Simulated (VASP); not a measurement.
An input for Ansatz (written as the equivalent of a VASP run, and not itself run):

Ansatz 0.2 input:
```yaml
crystal:
  lattice:
    - [0.0000000, 2.9307370, 2.9307370]
    - [2.9307370, 0.0000000, 2.9307370]
    - [2.9307370, 2.9307370, 0.0000000]
  atoms:
    - { symbol: Pb, position: [0.0000000, 0.0000000, 0.0000000] }
    - { symbol: F, position: [0.7500000, 0.7500000, 0.7500000] }
    - { symbol: F, position: [0.2500000, 0.2500000, 0.2500000] }
kpoints:
  mp_grid: { grid: [2, 2, 2] }
hamiltonian:
  xc: pbe0
  pseudopotentials: { kind: paw }
scf:
  occupations: { method: gaussian, width: 0.01 }
  max_iter: 100
output: { forces: true, stress: true, eigenvalues: true }
```

Translate this input to VASP (INCAR, KPOINTS, POSCAR, choice of POTCAR).

Several could match; the one computed here: 
### POSCAR
```
PbF2
4.1446880
  0.0000000000   0.7071067834   0.7071067834
  0.7071067834   0.0000000000   0.7071067834
  0.7071067834   0.7071067834   0.0000000000
Pb F
1 2
Cart
  0.0000000000   0.0000000000   0.0000000000
  1.0606601751   1.0606601751   1.0606601751
  0.3535533917   0.3535533917   0.3535533917
```

File KPOINTS:
```
Automatic mesh
0
Gamma
2 2 2
0 0 0
```

### INCAR
```
SYSTEM=PbF2
PREC=Accurate; ENCUT=400; LREAL=.FALSE.
LASPH=.TRUE.; ISYM=3
EDIFF=1E-6; NELM=100; ALGO=Normal
LMAXMIX=4
ISMEAR=0; SIGMA=0.01
GGA=PE; LHFCALC=.TRUE.; AEXX=0.25
HFRCUT=-1; PRECFOCK=Fast
ISIF=2
LWAVE=.FALSE.; LCHARG=.FALSE.
```

POTCAR, in this order: Pb_d F (PBE.64 set). Program: vasp_std.

Limits of the translation: each code has its own PAW files, so the cut-off isn't converted (ENCUT is set for VASP's; basis.ecutwfc is left out, and Ansatz then takes the one that its files recommend); Ansatz stops its SCF on the density residual and VASP on the energy change (EDIFF).

The structure comes from a computed database's PbF2 entry; how it stands against other phases isn't given here. The cell was not relaxed at this level. The k-mesh is coarse (spacing up to 0.93 per Å, 2π included), so the numbers may not be converged in it. The run is one of a series of settings (KPOINTS 2×2×2 Γ-centred mesh against the base run), some of them coarse on purpose.
